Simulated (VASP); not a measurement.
Output of a VASP run:

File OSZICAR:
```
       N       E                     dE             d eps       ncg     rms          rms(c)
DAV:   1     0.519583221886E+03    0.51958E+03   -0.24496E+04  1712   0.159E+03
DAV:   2     0.220425967233E+02   -0.49754E+03   -0.48426E+03  1680   0.441E+02
DAV:   3    -0.287760570901E+02   -0.50819E+02   -0.48931E+02  1824   0.138E+02
DAV:   4    -0.312261928186E+02   -0.24501E+01   -0.23885E+01  1952   0.263E+01
DAV:   5    -0.312915499220E+02   -0.65357E-01   -0.64996E-01  1944   0.329E+00    0.143E+01
DAV:   6    -0.296269048507E+02    0.16646E+01   -0.55203E+00  2024   0.268E+01    0.719E+00
DAV:   7    -0.294416468343E+02    0.18526E+00   -0.73238E-01  2020   0.531E+00    0.224E+00
DAV:   8    -0.294070049576E+02    0.34642E-01   -0.11984E-01  1984   0.262E+00    0.118E+00
DAV:   9    -0.294024859048E+02    0.45191E-02   -0.24135E-02  2016   0.149E+00    0.313E-01
DAV:  10    -0.294021452493E+02    0.34066E-03   -0.29117E-03  2008   0.249E-01    0.213E-01
DAV:  11    -0.294020681699E+02    0.77079E-04   -0.32356E-04  2032   0.144E-01    0.530E-02
DAV:  12    -0.294020377939E+02    0.30376E-04   -0.22705E-04  1996   0.905E-02    0.129E-02
DAV:  13    -0.294020353925E+02    0.24014E-05   -0.53437E-06  1604   0.121E-02    0.256E-03
DAV:  14    -0.294020351389E+02    0.25364E-06   -0.28360E-07  1048   0.423E-03
   1 F= -.29402035E+02 E0= -.29341923E+02  d E =-.120225E+00  mag=    -0.0000    -0.0000    -0.0000
```

File OUTCAR:
```
------------------------ aborting loop because EDIFF is reached ----------------------------------------
  FORCE on cell =-STRESS in cart. coord.  units (eV):
  Direction    XX          YY          ZZ          XY          YZ          ZX
  --------------------------------------------------------------------------------------
  Total       -9.3844252     -9.3844252     -9.3844252      0.0000000      0.0000000      0.0000000
  in kB     -147.0199707   -147.0199707   -147.0199707      0.0000000      0.0000000      0.0000000
  external PRESSURE =    -147.0199707 kB  Pullay stress =       0.0000000 kB
  volume of cell :      102.27
      direct lattice vectors                 reciprocal lattice vectors
     0.000000000  3.711681000  3.711681000    -0.134709852  0.134709852  0.134709852
     3.711681000  0.000000000  3.711681000     0.134709852 -0.134709852  0.134709852
     3.711681000  3.711681000  0.000000000     0.134709852  0.134709852 -0.134709852
 POSITION                                       TOTAL-FORCE (eV/Angst)
 -----------------------------------------------------------------------------------
      0.92792      0.92792      0.92792         0.000000     -0.000000      0.000000
      0.92792      2.78376      2.78376         0.000000     -0.000000      0.000000
      2.78376      0.92792      2.78376         0.000000     -0.000000     -0.000000
      2.78376      2.78376      0.92792         0.000000     -0.000000      0.000000
      5.56752      5.56752      5.56752         0.000000      0.000000      0.000000
      3.71168      3.71168      3.71168        -0.000000     -0.000000      0.000000
 -----------------------------------------------------------------------------------
    total drift:                                0.000000      0.000000      0.000000
  FREE ENERGIE OF THE ION-ELECTRON SYSTEM (eV)
  ---------------------------------------------------
  free  energy   TOTEN  =       -29.4020351389 eV

  energy  without entropy=      -29.2818104084  energy(sigma->0) =      -29.34192277

 total charge

# of ion       s       p       d       tot
------------------------------------------
    1        0.581   0.520   9.703  10.804
    2        0.581   0.520   9.703  10.804
    3        0.581   0.520   9.703  10.804
    4        0.581   0.520   9.703  10.804
    5        0.276   6.100   2.183   8.558
    6        0.276   6.100   2.183   8.558
--------------------------------------------------
tot          2.875  14.279  43.179  60.332

 magnetization (x)

# of ion       s       p       d       tot
------------------------------------------
    1        0.000   0.000   0.000   0.000
    2        0.000   0.000  -0.000   0.000
    3        0.000   0.000  -0.000   0.000
    4       -0.000  -0.000  -0.000  -0.000
    5        0.000   0.000   0.000   0.000
    6       -0.000   0.000   0.000   0.000
--------------------------------------------------
tot         -0.000   0.000   0.000   0.000

 magnetization (y)

# of ion       s       p       d       tot
------------------------------------------
    1       -0.000   0.000   0.000   0.000
    2       -0.000  -0.000  -0.000  -0.000
    3       -0.000  -0.000   0.000  -0.000
    4       -0.000   0.000   0.000  -0.000
    5        0.000  -0.000   0.000   0.000
    6        0.000   0.000   0.000   0.000
--------------------------------------------------
tot         -0.000  -0.000   0.000   0.000

 magnetization (z)

# of ion       s       p       d       tot
...
```
(Selected blocks of OUTCAR.)

**POSCAR**
```
TaZn2
1
    0.0000000000     3.7116810000     3.7116810000
    3.7116810000     0.0000000000     3.7116810000
    3.7116810000     3.7116810000     0.0000000000
Zn Ta
4 2
Direct
  0.1250000000   0.1250000000   0.1250000000
  0.6250000000   0.1250000000   0.1250000000
  0.1250000000   0.6250000000   0.1250000000
  0.1250000000   0.1250000000   0.6250000000
  0.7500000000   0.7500000000   0.7500000000
  0.5000000000   0.5000000000   0.5000000000
```

Question: Reconstruct the remaining input files.

Answer: One answer among several that fit: the input of the run itself, PBE GGA with spin-orbit coupling, plane waves, VASP's PBE PAW potentials (set 64).

**KPOINTS**
```
Automatic mesh
0
Gamma
5 5 5
0 0 0
```

**INCAR**
```
ALGO = Normal
EDIFF = 1E-6
ENCUT = 300
GGA = PE
GGA_COMPAT = .False.
ISIF = 2
ISMEAR = -1
LASPH = .True.
LCHARG = .False.
LMAXMIX = 6
LNONCOLLINEAR = .True.
LORBIT = 11
LREAL = .False.
LSORBIT = .True.
LWAVE = .False.
MAGMOM = 18*0.0
NELM = 100
PREC = Accurate
SIGMA = 0.1
SYSTEM = TaZn2
```

POTCAR, in this order: Zn Ta_pv (PBE.64 set). Program: vasp_ncl.

At this cut-off the stress carries a Pulay error, which pulls relaxed volumes low.

The structure was generated: TaZn2 was put into an ordered model structure, which need not be its known phase. The cell was not relaxed at this level. The run is one of a series of settings (GGA_COMPAT = .FALSE., LNONCOLLINEAR = .TRUE., LSORBIT = .TRUE., MAGMOM = 0.0 0.0 0.0 0.0 0.0 0.0 0.0 0.0 0.0 0.0 0.0 0.0 0.0 0.0 0.0 0.0 0.0 0.0, program vasp_ncl against the base run), some of them coarse on purpose.
